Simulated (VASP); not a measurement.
Computed with AM05 GGA, VASP's PBE PAW potentials (set 64) (plane waves; VASP 6.6.1).

Input for VASP

**POSCAR**
```
Ba
1
   -2.5354586020     2.5354586020     2.5354586020
    2.5354586020    -2.5354586020     2.5354586020
    2.5354586020     2.5354586020    -2.5354586020
Ba
1
Direct
  0.0000000000   0.0000000000   0.0000000000
```

**INCAR**
```
! general
SYSTEM  = Ba
PREC    = Accurate
ENCUT   = 520
LREAL   = .False.
LASPH   = .True.

! electronic loop
EDIFF   = 1E-7
NELM    = 100
ALGO    = Normal
LMAXMIX = 4

! smearing
ISMEAR  = 1
SIGMA   = 0.1

! functional
GGA     = AM

! ions
ISIF    = 2

! output
LWAVE   = .False.
LCHARG  = .False.
```

File KPOINTS:
```
Automatic mesh
0
Gamma
10 10 10
0 0 0
```

POTCAR, in this order: Ba_sv (PBE.64 set). Program: vasp_std.

What VASP printed:

### OUTCAR
```
 ion  position               nearest neighbor table
   1  0.000  0.000  0.000-
  LATTYP: Found a body centered cubic cell.
 ALAT       =     5.0709172040
 Subroutine PRICEL returns:
 Original cell was already a primitive cell.
 Subroutine GETGRP returns: Found 48 space group operations
The static configuration has the point symmetry O_h .
The dynamic configuration has the point symmetry O_h .
 Subroutine INISYM returns: Found 48 space group operations
 Subroutine IBZKPT returns following result:
 Found     47 irreducible k-points:

 Following reciprocal coordinates:
            Coordinates               Weight
  0.000000  0.000000  0.000000      1.000000
  0.100000  0.000000  0.000000     12.000000
  0.200000  0.000000  0.000000     12.000000
  0.300000  0.000000  0.000000     12.000000
  0.400000  0.000000  0.000000     12.000000
  0.500000  0.000000  0.000000      6.000000
  0.100000  0.100000  0.000000     24.000000
  0.200000  0.100000  0.000000     48.000000
  0.300000  0.100000  0.000000     48.000000
  0.400000  0.100000 -0.000000     48.000000
  0.200000  0.200000  0.000000     24.000000
  0.300000  0.200000 -0.000000     48.000000
  0.400000  0.200000 -0.000000     24.000000
  0.300000  0.300000  0.000000     24.000000
  0.100000  0.100000  0.100000      8.000000
  0.200000  0.100000  0.100000     24.000000
  0.300000  0.100000  0.100000     24.000000
  0.400000  0.100000  0.100000     12.000000
 -0.100000  0.100000  0.100000      6.000000
  0.200000  0.200000  0.100000     24.000000
  0.300000  0.200000  0.100000     48.000000
 -0.200000  0.200000  0.100000     24.000000
  0.300000  0.300000  0.100000      8.000000
 -0.300000  0.300000  0.100000     24.000000
 -0.200000  0.300000  0.100000     24.000000
 -0.400000  0.400000  0.100000     24.000000
 -0.300000  0.400000  0.100000     48.000000
  0.500000  0.500000  0.100000     12.000000
 -0.400000  0.500000  0.100000     48.000000
 -0.300000  0.500000  0.100000     24.000000
 -0.400000 -0.400000  0.100000     24.000000
  0.200000  0.200000  0.200000      8.000000
  0.300000  0.200000  0.200000     12.000000
 -0.200000  0.200000  0.200000      6.000000
 -0.300000  0.300000  0.200000     24.000000
 -0.400000  0.400000  0.200000     24.000000
 -0.300000  0.400000  0.200000     24.000000
  0.500000  0.500000  0.200000     12.000000
 -0.400000  0.500000  0.200000     48.000000
 -0.400000 -0.400000  0.200000      8.000000
   k-points           NKPTS =     47   k-points in BZ     NKDIM =     47   number of bands    NBANDS=      9
   number of dos      NEDOS =    301   number of ions     NIONS =      1
   total plane-waves  NPLWV =  46656
   dimension x,y,z NGX =    36 NGY =   36 NGZ =   36
   dimension x,y,z NGXF=    72 NGYF=   72 NGZF=   72
   ions per type =               1
   PREC   = accura    normal or accurate (medium, high low for compatibility)
   ISTART =      0    job   : 0-new  1-cont  2-samecut
   ICHARG =      2    charge: 1-file 2-atom 10-const
   ISPIN  =      1    spin polarized calculation?
   LNONCOLLINEAR =      F non collinear calculations
   LSORBIT =      F    spin-orbit coupling
   INIWAV =      1    electr: 0-lowe 1-rand  2-diag
   ENCUT  =  520.0 eV  38.22 Ry    6.18 a.u.   8.17  8.17  8.17*2*pi/ulx,y,z
   NELM   =    100;   NELMIN=  2; NELMDL= -5     # of ELM steps
   EDIFF  = 0.1E-06   stopping-criterion for ELM
   LREAL  =      F    real-space projection
   NLSPLINE    = F    spline interpolate recip. space projectors
   LMAXMIX     =    4 max onsite mixed and CHGCAR
   VOSKOWN=      0    Vosko Wilk Nusair interpolation
...
```

OSZICAR:
```
       N       E                     dE             d eps       ncg     rms          rms(c)
DAV:   1     0.579021906808E+02    0.57902E+02   -0.43556E+03   846   0.920E+02
DAV:   2     0.456821065726E+00   -0.57445E+02   -0.56569E+02  1041   0.150E+02
DAV:   3    -0.186738138482E+01   -0.23242E+01   -0.23082E+01  1052   0.355E+01
DAV:   4    -0.193672028949E+01   -0.69339E-01   -0.69211E-01  1352   0.533E+00
DAV:   5    -0.193776688805E+01   -0.10466E-02   -0.10462E-02  1154   0.423E-01    0.146E+00
DAV:   6    -0.193831125542E+01   -0.54437E-03   -0.26407E-03  1176   0.636E-01    0.872E-01
DAV:   7    -0.193853222785E+01   -0.22097E-03   -0.52575E-03   951   0.944E-01    0.443E-02
DAV:   8    -0.193856952482E+01   -0.37297E-04   -0.24672E-04  1368   0.967E-02    0.146E-02
DAV:   9    -0.193857399744E+01   -0.44726E-05   -0.33527E-06  1226   0.196E-02    0.640E-03
DAV:  10    -0.193857458284E+01   -0.58540E-06   -0.25342E-06  1144   0.155E-02    0.730E-04
DAV:  11    -0.193857457137E+01    0.11471E-07   -0.46966E-08   744   0.179E-03
   1 F= -.19385746E+01 E0= -.19386037E+01  d E =0.872377E-04
```

### OUTCAR
```
------------------------ aborting loop because EDIFF is reached ----------------------------------------
  FORCE on cell =-STRESS in cart. coord.  units (eV):
  Direction    XX          YY          ZZ          XY          YZ          ZX
  --------------------------------------------------------------------------------------
  Total       -0.1933892     -0.1933892     -0.1933892      0.0000000      0.0000000     -0.0000000
  in kB       -4.7524028     -4.7524028     -4.7524028      0.0000000      0.0000000     -0.0000000
  external PRESSURE =      -4.7524028 kB  Pullay stress =       0.0000000 kB
  volume of cell :       65.20
      direct lattice vectors                 reciprocal lattice vectors
    -2.535458602  2.535458602  2.535458602     0.000000000  0.197202983  0.197202983
     2.535458602 -2.535458602  2.535458602     0.197202983  0.000000000  0.197202983
     2.535458602  2.535458602 -2.535458602     0.197202983  0.197202983  0.000000000
 POSITION                                       TOTAL-FORCE (eV/Angst)
 -----------------------------------------------------------------------------------
      0.00000      0.00000      0.00000         0.000000     -0.000000      0.000000
 -----------------------------------------------------------------------------------
    total drift:                               -0.000000      0.000000      0.000000
  FREE ENERGIE OF THE ION-ELECTRON SYSTEM (eV)
  ---------------------------------------------------
  free  energy   TOTEN  =        -1.9385745714 eV

  energy  without entropy=       -1.9386618090  energy(sigma->0) =       -1.93860365
```
(Selected blocks of OUTCAR.)

The compound is Ba in the bcc structure. This cell is one point of a volume scan, at 1.06 of the reference volume.
